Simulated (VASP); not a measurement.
All values below come from PBEsol GGA, VASP's PBE PAW potentials (set 64) (plane waves; VASP).

The input files of a VASP run:

### POSCAR
```
KI(100) slab
1
    4.9635048216    -0.0000000000    -0.0000000000
   -0.0000000000     4.9635048216     0.0000000000
    0.0000000000     0.0000000000    28.9316747833
K I
4 4
Direct
  0.0000000000   0.5000000000   0.3180340000
  0.5000000000   0.0000000000   0.4393450000
  0.0000000000   0.5000000000   0.5606550000
  0.5000000000   0.0000000000   0.6819660000
  0.0000000000   0.5000000000   0.4393450000
  0.5000000000   0.0000000000   0.3180340000
  0.0000000000   0.5000000000   0.6819660000
  0.5000000000   0.0000000000   0.5606550000
```

### INCAR
```
ENCUT = 400   # plane-wave cut-off (eV)
LDIPOL = .True.
LWAVE = .True.
LMAXMIX = 4   # l cut-off of mixed one-centre charges
LREAL = .False.   # projection in real space or not
SIGMA = 0.05
ISMEAR = 0
PREC = Normal
IDIPOL = 3
EDIFFG = -0.03
LCHARG = .False.
ALGO = Normal   # blocked Davidson
EDIFF = 1E-5   # SCF stop (eV)
IBRION = 2
LASPH = .True.
DIPOL = 0.5 0.5 0.5
NELM = 100
GGA = PS
ISIF = 2   # forces and stress, cell fixed
SYSTEM = KI(100) slab
NELMIN = 4
NSW = 50
```

### KPOINTS
```
Automatic mesh
0
G
 4 4 1
0 0 0
```

POTCAR, in this order: K_sv I (PBE.64 set). Program: vasp_std.

The run wrote:

File OSZICAR:
```
       N       E                     dE             d eps       ncg     rms          rms(c)
DAV:   1     0.473767547272E+03    0.47377E+03   -0.21743E+04   512   0.104E+03
DAV:   2     0.306750775135E+02   -0.44309E+03   -0.43638E+03   608   0.274E+02
DAV:   3    -0.213006210681E+02   -0.51976E+02   -0.51878E+02   618   0.804E+01
DAV:   4    -0.233969880596E+02   -0.20964E+01   -0.20925E+01   600   0.208E+01
DAV:   5    -0.235635184213E+02   -0.16653E+00   -0.16648E+00   832   0.428E+00    0.604E+00
DAV:   6    -0.230725198867E+02    0.49100E+00   -0.70052E-01   568   0.356E+00    0.431E+00
DAV:   7    -0.229536251331E+02    0.11889E+00   -0.12536E+00   522   0.401E+00    0.152E+00
DAV:   8    -0.229555484989E+02   -0.19234E-02   -0.21785E-01   576   0.201E+00    0.399E-01
DAV:   9    -0.229558370633E+02   -0.28856E-03   -0.11184E-02   680   0.349E-01    0.252E-01
DAV:  10    -0.229568855917E+02   -0.10485E-02   -0.24504E-03   568   0.191E-01    0.128E-01
DAV:  11    -0.229578032516E+02   -0.91766E-03   -0.29988E-03   528   0.197E-01    0.850E-02
DAV:  12    -0.229596250425E+02   -0.18218E-02   -0.16510E-03   510   0.168E-01    0.921E-02
DAV:  13    -0.229601190263E+02   -0.49398E-03   -0.74220E-04   522   0.114E-01    0.361E-02
DAV:  14    -0.229609429754E+02   -0.82395E-03   -0.11372E-04   458   0.470E-02    0.225E-02
DAV:  15    -0.229618671004E+02   -0.92412E-03   -0.15384E-04   462   0.479E-02    0.162E-02
DAV:  16    -0.229620370557E+02   -0.16996E-03   -0.17135E-05   376   0.165E-02    0.131E-02
DAV:  17    -0.229621999694E+02   -0.16291E-03   -0.63036E-06   334   0.106E-02    0.855E-03
DAV:  18    -0.229623131715E+02   -0.11320E-03   -0.20590E-05   382   0.136E-02    0.862E-03
DAV:  19    -0.229623196336E+02   -0.64621E-05   -0.30983E-06   336   0.617E-03
   1 F= -.22962320E+02 E0= -.22962320E+02  d E =-.229623E+02
       N       E                     dE             d eps       ncg     rms          rms(c)
DAV:   1    -0.229629948634E+02   -0.68169E-03   -0.83169E-02   492   0.105E+00    0.592E-02
DAV:   2    -0.229631937428E+02   -0.19888E-03   -0.21462E-03   516   0.216E-01    0.244E-02
DAV:   3    -0.229632075031E+02   -0.13760E-04   -0.10717E-04   476   0.318E-02    0.169E-02
DAV:   4    -0.229632165948E+02   -0.90917E-05   -0.54958E-06   330   0.144E-02
   2 F= -.22963217E+02 E0= -.22963217E+02  d E =-.896961E-03
       N       E                     dE             d eps       ncg     rms          rms(c)
DAV:   1    -0.229635445036E+02   -0.33700E-03   -0.74532E-01   456   0.314E+00    0.176E-01
DAV:   2    -0.229651989026E+02   -0.16544E-02   -0.19251E-02   516   0.647E-01    0.734E-02
DAV:   3    -0.229652448780E+02   -0.45975E-04   -0.10058E-03   706   0.953E-02    0.527E-02
DAV:   4    -0.229652300476E+02    0.14830E-04   -0.29548E-05   480   0.327E-02    0.316E-02
DAV:   5    -0.229652305277E+02   -0.48011E-06   -0.48400E-05   504   0.454E-02
   3 F= -.22965231E+02 E0= -.22965231E+02  d E =-.291089E-02
       N       E                     dE             d eps       ncg     rms          rms(c)
DAV:   1    -0.229604826778E+02    0.47474E-02   -0.29945E+00   456   0.631E+00    0.356E-01
DAV:   2    -0.229671389733E+02   -0.66563E-02   -0.77398E-02   516   0.130E+00    0.146E-01
DAV:   3    -0.229673323950E+02   -0.19342E-03   -0.39914E-03   698   0.189E-01    0.105E-01
DAV:   4    -0.229672598672E+02    0.72528E-04   -0.12526E-04   552   0.663E-02    0.629E-02
DAV:   5    -0.229672382681E+02    0.21599E-04   -0.18940E-04   522   0.889E-02    0.221E-02
DAV:   6    -0.229672674538E+02   -0.29186E-04   -0.12390E-04   522   0.386E-02    0.204E-02
DAV:   7    -0.229672909595E+02   -0.23506E-04   -0.81728E-06   338   0.188E-02    0.151E-02
DAV:   8    -0.229673254414E+02   -0.34482E-04   -0.11878E-05   374   0.181E-02    0.101E-02
DAV:   9    -0.229673755782E+02   -0.50137E-04   -0.16395E-05   376   0.142E-02    0.548E-03
DAV:  10    -0.229673839160E+02   -0.83378E-05   -0.33337E-06   330   0.637E-03
   4 F= -.22967384E+02 E0= -.22967384E+02  d E =-.506428E-02
```

OUTCAR:
```
------------------------ aborting loop because EDIFF is reached ----------------------------------------
  FORCE on cell =-STRESS in cart. coord.  units (eV):
  Direction    XX          YY          ZZ          XY          YZ          ZX
  --------------------------------------------------------------------------------------
  Total       -0.6577718     -0.6577718     -0.1509144      0.0000000      0.0000000      0.0000000
  in kB       -1.4785478     -1.4785478     -0.3392274      0.0000000      0.0000000      0.0000000
  external PRESSURE =      -1.0987743 kB  Pullay stress =       0.0000000 kB
  volume of cell :      712.77
      direct lattice vectors                 reciprocal lattice vectors
     4.963504822  0.000000000  0.000000000     0.201470541  0.000000000  0.000000000
     0.000000000  4.963504822  0.000000000     0.000000000  0.201470541  0.000000000
     0.000000000  0.000000000 28.931674783     0.000000000  0.000000000  0.034564193
 POSITION                                       TOTAL-FORCE (eV/Angst)
 -----------------------------------------------------------------------------------
      4.96350      2.48175      9.23853         0.000000      0.000000      0.016482
      2.48175      0.00000     12.70554        -0.000000     -0.000000     -0.023376
      4.96350      2.48175     16.22613         0.000000      0.000000      0.023376
      2.48175      0.00000     19.69315         0.000000     -0.000000     -0.016482
      4.96350      2.48175     12.70267         0.000000      0.000000      0.028830
      2.48175      4.96350      9.17721         0.000000     -0.000000     -0.006944
      0.00000      2.48175     19.75446         0.000000      0.000000      0.006944
      2.48175      4.96350     16.22900        -0.000000      0.000000     -0.028830
 -----------------------------------------------------------------------------------
    total drift:                                0.000000     -0.000000     -0.000000
  FREE ENERGIE OF THE ION-ELECTRON SYSTEM (eV)
  ---------------------------------------------------
  free  energy   TOTEN  =       -22.9673839160 eV

  energy  without entropy=      -22.9673839160  energy(sigma->0) =      -22.96738392

 reached required accuracy - stopping structural energy minimisation
```
(Selected blocks of OUTCAR.)

CONTCAR:
```
KI(100) slab
   1.00000000000000
     4.9635048215999999    0.0000000000000000    0.0000000000000000
     0.0000000000000000    4.9635048215999999    0.0000000000000000
     0.0000000000000000    0.0000000000000000   28.9316747833000001
  K               I
     4     4
Direct
     1.0000000000000000    0.5000000000000000    0.3193222411540491
     0.5000000000000000    0.0000000000000000    0.4391568965389590
     1.0000000000000000    0.5000000000000000    0.5608431034610410
     0.5000000000000000    0.0000000000000000    0.6806777588459509
     1.0000000000000000    0.5000000000000000    0.4390576947433992
     0.5000000000000000    1.0000000000000000    0.3172030160075220
     0.0000000000000000    0.5000000000000000    0.6827969839924781
     0.5000000000000000    1.0000000000000000    0.5609423052566009
```

The cell is a thin slab with vacuum, built from KI (rock salt): (100) face.
